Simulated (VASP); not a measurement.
Data:

```
CELL_PARAMETERS angstrom
      0.00000     3.79736     3.79736
      3.79736     0.00000     3.79736
      3.79736     3.79736     0.00000
ATOMIC_POSITIONS crystal
  Mn 0.00000 0.00000 0.00000
  Sc 0.50000 0.50000 0.50000
  Sc 0.25000 0.25000 0.25000
  Sc 0.75000 0.75000 0.75000
```
Starting moments (μB, in the order of the record's atoms Mn Sc Sc Sc): 4.0 0.0 0.0 0.0.

Calculation: PBE GGA, VASP's PBE PAW potentials (set 64) (plane waves; VASP). Run with 300 eV cut-off, 4×4×4 Γ-centred mesh, Gaussian smearing of 0.10 eV, potentials Mn_pv Sc_sv.

At this cut-off the stress carries a Pulay error, which pulls relaxed volumes low. The moments were started parallel, and other spin orders were not tried in this run.

### Question
Give the stress tensor in GPa (positive for a compressed cell).

### Answer

```
-9.37   0.00   0.00
 0.00  -9.37   0.00
 0.00   0.00  -9.37
```
The pressure is its mean diagonal, -9.37 GPa.

The structure was generated: Sc3Mn was put into an ordered model structure, which need not be its known phase. The cell was not relaxed at this level. The k-mesh is coarse (spacing up to 0.36 per Å, 2π included), so the numbers may not be converged in it.
